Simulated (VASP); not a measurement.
All values below come from r2SCAN meta-GGA, VASP's PBE PAW potentials (set 64) (plane waves; VASP 6.6.1).

The input files of a VASP run:

**INCAR**
```
! general
SYSTEM  = Ge2Mo
PREC    = Accurate
ENCUT   = 400
LREAL   = F
LASPH   = T

! electronic loop
EDIFF   = 1E-7
NELM    = 100
ALGO    = Normal
LMAXMIX = 4
LMIXTAU = T

! smearing
ISMEAR  = -5

! functional
METAGGA = R2SCAN

! ions
ISIF    = 2

! output
LWAVE   = F
LCHARG  = F
LORBIT  = 11
NEDOS   = 601

! other
LEFG    = T
```

### KPOINTS
```
Automatic mesh
0
Gamma
10 10 10
0 0 0
```

KPOINTS_OPT:
```
k-points along high-symmetry lines
10
Line-mode
Reciprocal
  0.000000   0.000000   0.000000 ! GAMMA
  0.500000   0.000000   0.500000 ! X

  0.500000   0.000000   0.500000 ! X
  0.625000   0.250000   0.625000 ! U

  0.375000   0.375000   0.750000 ! K
  0.000000   0.000000   0.000000 ! GAMMA

  0.000000   0.000000   0.000000 ! GAMMA
  0.500000   0.500000   0.500000 ! L

  0.500000   0.500000   0.500000 ! L
  0.500000   0.250000   0.750000 ! W

  0.500000   0.250000   0.750000 ! W
  0.500000   0.000000   0.500000 ! X
```

POSCAR:
```
Ge2Mo
1
    0.0000000000     3.0225643197     3.0225643197
    3.0225643197     0.0000000000     3.0225643197
    3.0225643197     3.0225643197    -0.0000000000
Mo Ge
1 2
Direct
  0.0000000000   0.0000000000   0.0000000000
  0.2500000000   0.2500000000   0.2500000000
  0.7500000000   0.7500000000   0.7500000000
```

POTCAR, in this order: Mo_sv Ge_d (PBE.64 set). Program: vasp_std.

The resulting files:

OUTCAR:
```
 ion  position               nearest neighbor table
   1  0.000  0.000  0.000-   2 2.62   3 2.62   3 2.62   3 2.62   3 2.62   2 2.62   2 2.62   2 2.62
  LATTYP: Found a face centered cubic cell.
 ALAT       =     6.0451286394
 Subroutine PRICEL returns:
 Original cell was already a primitive cell.
 Subroutine GETGRP returns: Found 48 space group operations
The static configuration has the point symmetry O_h .
The dynamic configuration has the point symmetry O_h .
 Subroutine INISYM returns: Found 48 space group operations
 Subroutine IBZKPT returns following result:
 Found     47 irreducible k-points:

 Following reciprocal coordinates:
            Coordinates               Weight
  0.000000  0.000000  0.000000      1.000000
  0.100000  0.000000  0.000000      8.000000
  0.200000  0.000000  0.000000      8.000000
  0.300000  0.000000  0.000000      8.000000
  0.400000  0.000000  0.000000      8.000000
  0.500000  0.000000  0.000000      4.000000
  0.100000  0.100000  0.000000      6.000000
  0.200000  0.100000  0.000000     24.000000
  0.300000  0.100000  0.000000     24.000000
  0.400000  0.100000  0.000000     24.000000
  0.500000  0.100000  0.000000     24.000000
 -0.400000  0.100000  0.000000     24.000000
 -0.300000  0.100000  0.000000     24.000000
 -0.200000  0.100000  0.000000     24.000000
 -0.100000  0.100000  0.000000     12.000000
  0.200000  0.200000  0.000000      6.000000
  0.300000  0.200000  0.000000     24.000000
  0.400000  0.200000  0.000000     24.000000
  0.500000  0.200000  0.000000     24.000000
 -0.400000  0.200000  0.000000     24.000000
 -0.300000  0.200000  0.000000     24.000000
 -0.200000  0.200000  0.000000     12.000000
  0.300000  0.300000  0.000000      6.000000
  0.400000  0.300000  0.000000     24.000000
  0.500000  0.300000  0.000000     24.000000
 -0.400000  0.300000  0.000000     24.000000
 -0.300000  0.300000  0.000000     12.000000
  0.400000  0.400000  0.000000      6.000000
  0.500000  0.400000  0.000000     24.000000
 -0.400000  0.400000  0.000000     12.000000
  0.500000  0.500000  0.000000      3.000000
  0.300000  0.200000  0.100000     24.000000
  0.400000  0.200000  0.100000     48.000000
  0.500000  0.200000  0.100000     48.000000
 -0.400000  0.200000  0.100000     24.000000
  0.400000  0.300000  0.100000     24.000000
  0.500000  0.300000  0.100000     48.000000
 -0.400000  0.300000  0.100000     48.000000
 -0.300000  0.300000  0.100000     48.000000
 -0.200000  0.300000  0.100000     24.000000
   k-points           NKPTS =     47   k-points in BZ     NKDIM =     47   number of bands    NBANDS=     25
   number of dos      NEDOS =    601   number of ions     NIONS =      3
   total plane-waves  NPLWV =  21952
   dimension x,y,z NGX =    28 NGY =   28 NGZ =   28
   dimension x,y,z NGXF=    56 NGYF=   56 NGZF=   56
   ions per type =               1   2
   PREC   = accura    normal or accurate (medium, high low for compatibility)
   ISTART =      0    job   : 0-new  1-cont  2-samecut
   ICHARG =      2    charge: 1-file 2-atom 10-const
   ISPIN  =      1    spin polarized calculation?
   LNONCOLLINEAR =      F non collinear calculations
   LSORBIT =      F    spin-orbit coupling
   INIWAV =      1    electr: 0-lowe 1-rand  2-diag
   ENCUT  =  400.0 eV  29.40 Ry    5.42 a.u.   6.97  6.97  6.97*2*pi/ulx,y,z
   NELM   =    100;   NELMIN=  2; NELMDL= -5     # of ELM steps
   EDIFF  = 0.1E-06   stopping-criterion for ELM
   LREAL  =      F    real-space projection
   NLSPLINE    = F    spline interpolate recip. space projectors
   LMAXMIX     =    4 max onsite mixed and CHGCAR
   VOSKOWN=      0    Vosko Wilk Nusair interpolation
...
```

### OSZICAR
```
       N       E                     dE             d eps       ncg     rms          rms(c)
DAV:   1     0.304870803166E+03    0.30487E+03   -0.19468E+04  2758   0.383E+03
DAV:   2    -0.189619214491E+02   -0.32383E+03   -0.32026E+03  2390   0.678E+02
DAV:   3    -0.594993340260E+02   -0.40537E+02   -0.40125E+02  2791   0.178E+02
DAV:   4    -0.609048103693E+02   -0.14055E+01   -0.13990E+01  2694   0.346E+01
DAV:   5    -0.609345510407E+02   -0.29741E-01   -0.29717E-01  2824   0.555E+00    0.160E+01
DAV:   6    -0.522425025100E+02    0.86920E+01   -0.64963E+00  2512   0.202E+01    0.286E+00
DAV:   7    -0.520192704254E+02    0.22323E+00   -0.24868E+00  2737   0.691E+00    0.309E+00
DAV:   8    -0.521209764452E+02   -0.10171E+00   -0.29741E-01  2789   0.324E+00    0.131E+00
DAV:   9    -0.521096232849E+02    0.11353E-01   -0.24762E-01  2467   0.281E+00    0.518E-01
DAV:  10    -0.521704027242E+02   -0.60779E-01   -0.50699E-02  2450   0.118E+00    0.234E-01
DAV:  11    -0.521742206619E+02   -0.38179E-02   -0.23828E-03  2783   0.319E-01    0.169E-01
DAV:  12    -0.521807064360E+02   -0.64858E-02   -0.36344E-03  2475   0.333E-01    0.522E-02
DAV:  13    -0.521807577123E+02   -0.51276E-04   -0.83190E-04  2621   0.156E-01    0.170E-02
DAV:  14    -0.521807647660E+02   -0.70537E-05   -0.13691E-04  2410   0.839E-02    0.186E-02
DAV:  15    -0.521809278345E+02   -0.16307E-03   -0.68677E-05  2496   0.480E-02    0.810E-03
DAV:  16    -0.521809367778E+02   -0.89433E-05   -0.64039E-06  2822   0.140E-02    0.288E-03
DAV:  17    -0.521809450371E+02   -0.82592E-05   -0.11022E-06  2507   0.800E-03    0.181E-03
DAV:  18    -0.521809418477E+02    0.31894E-05   -0.47102E-07  2151   0.487E-03    0.140E-03
DAV:  19    -0.521809419190E+02   -0.71366E-07   -0.10622E-07  1357   0.330E-03
   1 F= -.52180942E+02 E0= -.52180942E+02  d E =0.000000E+00
       N       E                     dE             ncg
       N       E                     dE             ncg
```

File OUTCAR:
```
------------------------ aborting loop because EDIFF is reached ----------------------------------------
  FORCE on cell =-STRESS in cart. coord.  units (eV):
  Direction    XX          YY          ZZ          XY          YZ          ZX
  --------------------------------------------------------------------------------------
  Total        0.0975132      0.0975132      0.0975132      0.0000000     -0.0000000      0.0000000
  in kB        2.8288991      2.8288991      2.8288991      0.0000000     -0.0000000      0.0000000
  external PRESSURE =       2.8288991 kB  Pullay stress =       0.0000000 kB
  volume of cell :       55.23
      direct lattice vectors                 reciprocal lattice vectors
     0.000000000  3.022564320  3.022564320    -0.165422452  0.165422452  0.165422452
     3.022564320  0.000000000  3.022564320     0.165422452 -0.165422452  0.165422452
     3.022564320  3.022564320  0.000000000     0.165422452  0.165422452 -0.165422452
 POSITION                                       TOTAL-FORCE (eV/Angst)
 -----------------------------------------------------------------------------------
      0.00000      0.00000      0.00000         0.000000     -0.000000     -0.000000
      1.51128      1.51128      1.51128         0.000000      0.000000      0.000000
      4.53385      4.53385      4.53385        -0.000000     -0.000000     -0.000000
 -----------------------------------------------------------------------------------
    total drift:                                0.000000      0.000000      0.000000
  FREE ENERGIE OF THE ION-ELECTRON SYSTEM (eV)
  ---------------------------------------------------
  free  energy   TOTEN  =       -52.1809419190 eV

  energy  without entropy=      -52.1809419190  energy(sigma->0) =      -52.18094192

 total charge

# of ion       s       p       d       tot
------------------------------------------
    1        2.311   6.117   4.144  12.572
    2        1.140   1.172  10.059  12.371
    3        1.140   1.172  10.059  12.371
--------------------------------------------------
tot          4.592   8.460  24.262  37.314

 Electric field gradients after diagonalization (V/A^2)
 (convention: |V_zz| > |V_xx| > |V_yy|)
----------------------------------------------------------------------
 ion       V_xx      V_yy      V_zz     asymmetry (V_yy - V_xx)/ V_zz
----------------------------------------------------------------------
   1       0.000     0.000    -0.000       0.000
   2      -0.002    -0.002     0.005       0.000
   3      -0.002    -0.002     0.005       0.000
```
(Selected blocks of OUTCAR.)

For a metal the tetrahedron method with Blöchl corrections gives inexact stress and forces.

The structure was generated: Ge2Mo was put into the fluorite type (Fm-3m), which need not be its known phase. It was relaxed first, which changed the volume by -10 %.
